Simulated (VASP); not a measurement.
Computed with PBEsol GGA, VASP's PBE PAW potentials (set 64) (plane waves; VASP).

Input for VASP

### KPOINTS
```
Automatic mesh
0
Gamma
11 11 11
0 0 0
```

**INCAR**
```
SYSTEM=AgF
PREC=Accurate; ENCUT=520; LREAL=.FALSE.
LASPH=.TRUE.
EDIFF=1E-6; NELM=100; ALGO=Normal
LMAXMIX=4
ISMEAR=1; SIGMA=0.1
GGA=PS
IBRION=2; NSW=60; ISIF=3
EDIFFG=-0.01
LWAVE=.FALSE.; LCHARG=.FALSE.
```

POSCAR:
```
AgF
1.0
  0.0000000000   2.6549519802   2.6549519802
  2.6549519802   0.0000000000   2.6549519802
  2.6549519802   2.6549519802   0.0000000000
Ag F
1 1
Direct
  0.0000000000   0.0000000000   0.0000000000
  0.2500000000   0.2500000000   0.2500000000
```

POTCAR, in this order: Ag F (PBE.64 set). Program: vasp_std.

**Question.** Estimate the energy per atom (σ→0), volume per atom, band gap (on the k-mesh).

**Answer.** 
```json
{
 "energy per atom (σ→0)": "-3.362 eV/atom",
 "band gap (on the k-mesh)": "none (metal, semimetal or under 0.01 eV)",
 "volume_per_atom": "18.74 Å³/atom"
}
```

**OSZICAR**
```
...
       N       E                     dE             d eps       ncg     rms          rms(c)
DAV:   1    -0.672485176924E+01   -0.64162E-03   -0.97263E-03  1456   0.113E+00    0.184E-01
DAV:   2    -0.672425642866E+01    0.59534E-03   -0.20549E-03  1456   0.465E-01    0.421E-02
DAV:   3    -0.672423158705E+01    0.24842E-04   -0.70216E-05  1471   0.149E-01    0.342E-02
DAV:   4    -0.672422839744E+01    0.31896E-05   -0.79878E-06  1541   0.300E-02    0.222E-02
DAV:   5    -0.672422626516E+01    0.21323E-05   -0.29566E-06  1581   0.163E-02    0.499E-03
DAV:   6    -0.672422603275E+01    0.23241E-06   -0.81381E-07   736   0.127E-02
   2 F= -.67242260E+01 E0= -.67246571E+01  d E =-.161115E-04
```

The structure was generated: AgF was put into the zinc blende type (F-43m), which need not be its known phase. This run relaxes it. Symmetry was kept, so distortions that lower it aren't found. The start is the result of an earlier pass.
